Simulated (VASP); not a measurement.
Calculation: PBEsol GGA, VASP's PBE PAW potentials (set 64) (plane waves; VASP 6.6.1).

A VASP calculation is set up with these files.

**KPOINTS**
```
Automatic
0
G
 11 11 11
0 0 0
```

### POSCAR
```
As
1
    3.5342911039    -1.8944734395    -0.0538305891
    3.5342911039     1.8944734395    -0.0538305891
    2.5665578042     0.0000000000     3.0815451253
As
2
Direct
  0.2304979452   0.2304979452   0.2304979452
  0.7695020548   0.7695020548   0.7695020548
```

**INCAR**
```
SYSTEM = As
PREC = Accurate
ENCUT = 400
EDIFF = 1E-8
NELM = 100
ALGO = Normal
LREAL = .FALSE.
LASPH = .TRUE.
ISMEAR = 1
SIGMA = 0.1
GGA = PS
LMAXMIX = 4
LWAVE = .FALSE.
LCHARG = .FALSE.
IBRION = 1
ISIF = 2
NSW = 30
EDIFFG = -0.001
```

POTCAR, in this order: As (PBE.64 set). Program: vasp_std.

**Question.** What will the output report for the number of irreducible k-points (NKPTS), largest plane-wave count, number of space-group operations, FFT grid (NGX, NGY, NGZ)?

**Answer.** 
```
Item                                           Value
--------------------------------------  ------------
number of irreducible k-points (NKPTS)           146
largest plane-wave count                         773
number of space-group operations                  12
FFT grid (NGX, NGY, NGZ)                28 × 28 × 28
```

The compound is As in the a7 structure. It was relaxed first. The start is the result of an earlier pass.
